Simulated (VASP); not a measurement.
Method: PW91 GGA, VASP's PBE PAW potentials (set 64) (plane waves; VASP).

The input files of a VASP run:

**INCAR**
```
! general
SYSTEM   =  Sb
PREC     =  Accurate
ENCUT    =  520   ! plane-wave cut-off (eV)
LREAL    =  .FALSE.   ! projection in real space or not
LASPH    =  .TRUE.   ! aspherical one-centre terms

! electronic loop
EDIFF    =  1E-7
NELM     =  100   ! most electronic steps
ALGO     =  Normal   ! blocked Davidson
LMAXMIX  =  4   ! l cut-off of mixed one-centre charges

! smearing
ISMEAR   =  -5   ! tetrahedra, Bloechl

! functional
GGA      =  91   ! PW91

! ions
ISIF     =  2   ! forces and stress, cell fixed

! output
LWAVE    =  .FALSE.
LCHARG   =  .TRUE.
LORBIT   =  11   ! lm-projected
NEDOS    =  601
```

**KPOINTS**
```
Automatic mesh
0
Gamma
8 8 8
0 0 0
```

POSCAR:
```
Sb
1
    4.0254706064    -2.1952604873    -0.0019222339
    4.0254706064     2.1952604873    -0.0019222339
    2.8300244319    -0.0000000000     3.6075678617
Sb
2
Direct
  0.2329279825   0.2329279825   0.2329279825
  0.7670720175   0.7670720175   0.7670720175
```

POTCAR, in this order: Sb (PBE.64 set). Program: vasp_std.

For a metal the tetrahedron method with Blöchl corrections gives inexact stress and forces. Unless said otherwise, spin-orbit coupling is left out, though it shifts the bands of the heavy elements here.

Question: Estimate the energy per atom (σ→0), band gap (on the k-mesh).

Answer: 
```yaml
energy per atom (σ→0): -4.159 eV/atom
band gap (on the k-mesh): none (metal, semimetal or under 0.01 eV)
```

### OSZICAR
```
...
DAV:   5    -0.832125007207E+01   -0.13995E-03   -0.13988E-03  1341   0.323E-01    0.286E+00
DAV:   6    -0.831976000983E+01    0.14901E-02   -0.22100E-03  1343   0.406E-01    0.172E+00
DAV:   7    -0.831881562219E+01    0.94439E-03   -0.54131E-03  1191   0.625E-01    0.882E-02
DAV:   8    -0.831891494113E+01   -0.99319E-04   -0.14208E-04  1348   0.950E-02    0.232E-02
DAV:   9    -0.831893321129E+01   -0.18270E-04   -0.30750E-05  1233   0.429E-02    0.402E-03
DAV:  10    -0.831893289914E+01    0.31215E-06   -0.34833E-06  1452   0.123E-02    0.140E-03
DAV:  11    -0.831893280427E+01    0.94870E-07   -0.31382E-07  1193   0.441E-03
   1 F= -.83189328E+01 E0= -.83189328E+01  d E =0.000000E+00
```

The compound is Sb in the a7 structure. It was relaxed first, which changed the volume by +6 %.
